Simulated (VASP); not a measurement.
```
CELL_PARAMETERS angstrom
      0.00000     1.81917     1.81917
      1.81917     0.00000     1.81917
      1.81917     1.81917     0.00000
ATOMIC_POSITIONS crystal
  C  0.98076 0.01924 0.04672
  C  0.25000 0.25000 0.25000
```

Calculation: PBE GGA, VASP's PBE PAW potentials (set 64) (plane waves; VASP). Run with 520 eV cut-off, 9×9×9 Γ-centred mesh, Gaussian smearing of 0.050 eV, potentials C.

Energy and stress use the plane-wave basis of the starting cell.

Task: The ions, cell shape and volume are relaxed. Give the cell that the relaxation ends in.

Result: 
```
CELL_PARAMETERS angstrom
     -0.00001     1.78649     1.78650
      1.78649     0.00000     1.78650
      1.78649     1.78649     0.00000
ATOMIC_POSITIONS crystal
  C  0.99038 0.00962 0.02337
  C  0.24038 0.25962 0.27336
```
Space group Fd-3m (227), at a tolerance of 0.03 Å.

Task: How do energy and volume change from the first to the last step?

Result: The energy (σ→0) changes by -159.9 meV/atom and the volume by -5.3 %, in 18 ionic steps.

| step | E(σ→0) (eV) | max force (eV/Å) | pressure (GPa) | volume (Å³) |
|---|---|---|---|---|
| 1 | -17.8670 | 4.229 | -16.26 | 12.04 |
| 2 | -16.9985 | 7.659 | 39.55 | 11.01 |
| 3 | -18.1687 | 0.712 | -10.60 | 11.71 |
| 4 | -18.1709 | 0.710 | -9.44 | 11.67 |
| 5 | -18.1709 | 0.688 | -9.70 | 11.68 |
| 6 | -18.1494 | 1.472 | 11.41 | 11.13 |
| 7 | -18.1857 | 0.213 | -2.13 | 11.46 |
| 8 | -18.1848 | 0.337 | 2.12 | 11.35 |
| 9 | -18.1867 | 0.028 | -0.36 | 11.41 |
| 10 | -18.1867 | 0.032 | 0.29 | 11.40 |
| 11 | -18.1867 | 0.006 | -0.01 | 11.40 |
| 12 | -18.1867 | 0.005 | -0.02 | 11.40 |
| 13 | -18.1867 | 0.006 | 0.02 | 11.40 |
| 14 | -18.1867 | 0.002 | 0.01 | 11.40 |
| 15 | -18.1867 | 0.001 | 0.00 | 11.40 |
| 16 | -18.1867 | 0.001 | 0.00 | 11.40 |
| 17 | -18.1867 | 0.001 | 0.00 | 11.40 |
| 18 | -18.1867 | 0.001 | 0.00 | 11.40 |

The compound is C in the diamond structure. In the starting cell atoms are displaced from their ideal sites. This run relaxes it. Symmetry was kept, so distortions that lower it aren't found.
